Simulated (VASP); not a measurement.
Set up this calculation in VASP 6.6.1, as the native input.

- Task: relaxation of cell and atoms
- Functional: PBE
- Potentials or basis: VASP PAW PBE potentials, release 64 (Al, Nb_sv, N)
- Cutoff: 520 eV
- k mesh: 5 × 5 × 2
- Occupations: gaussian, width 0.15 eV
- Spin: no spin polarisation
- Further INCAR settings: PREC = Normal; ALGO = Fast; EDIFF = 0.0001; IBRION = 2; EDIFFG = -0.08; NSW = 24; ISIF = 3

The structure of NbAl2N3 lies in POSCAR:

```
NbAl2N3
1.0
    3.1256290800      0.0000000000      0.0000000000
   -1.5628145400      2.7068741900      0.0000000000
    0.0000000000      0.0000000000      7.9142531200
Al Nb N
2 1 3
Direct
    0.3333333300      0.6666666700      0.3920000000
    0.6666666700      0.3333333300      0.6080000000
    0.0000000000      0.0000000000      0.0000000000
    0.3333333300      0.6666666700      0.1520000000
    0.6666666700      0.3333333300      0.8480000000
    0.0000000000      0.0000000000      0.5000000000
```

The cell was built by a generator and needn't be a form met in nature.

One way to write it, as run:

INCAR

```
ALGO     = Fast           # electronic algorithm
EDIFF    = 1E-4           # SCF threshold, eV
EDIFFG   = -0.08          # ionic threshold
ENCUT    = 520            # plane-wave cutoff, eV
GGA      = PE             # functional
IBRION   = 2              # ionic algorithm
ISIF     = 3              # what is computed and relaxed
ISMEAR   = 0              # smearing method
KPAR     = 2            
LASPH    = T              # aspherical terms in the spheres
LCHARG   = F              # write CHGCAR
LREAL    = F              # projectors in reciprocal space
LWAVE    = F              # write WAVECAR
NELM     = 60             # most SCF steps
NSW      = 24             # ionic steps
PREC     = Normal         # precision mode
SIGMA    = 0.15           # smearing width, eV
```

KPOINTS

```
k-points
0
Gamma
  5 5 2
```

Potentials or basis: VASP PAW PBE potentials, release 64 (Al, Nb_sv, N).

Run with:

```sh
$ cat potpaw_PBE.64/Al/POTCAR potpaw_PBE.64/Nb_sv/POTCAR potpaw_PBE.64/N/POTCAR > POTCAR
$ mpirun -np 2 vasp_std > vasp.out
```

Results of the run:

The relaxed volume is 11.29 Å³/atom and the relaxed cell is a = 3.063 Å, b = 3.063 Å, c = 8.341 Å, α = 90.00°, β = 90.00°, γ = 120.00°. The space group after relaxing (to 0.05 Å) is P-3m1 (No. 164). The energy gained by relaxing is 131.3 meV/atom and the ionic steps are 15. The pressure after relaxing is 0.3 GPa. The largest force after relaxing is 0.041 eV/Å and the band gap on the k mesh is none (metal or under the smearing width).

Caveat: the k mesh is coarse (spacing up to 0.46 Å⁻¹), so the values aren't converged.

It took 38 s on 2 MPI ranks on Intel(R) Xeon(R) Platinum 8488C (Sapphire Rapids), on a shared host, peak memory 0.14 GiB a rank.
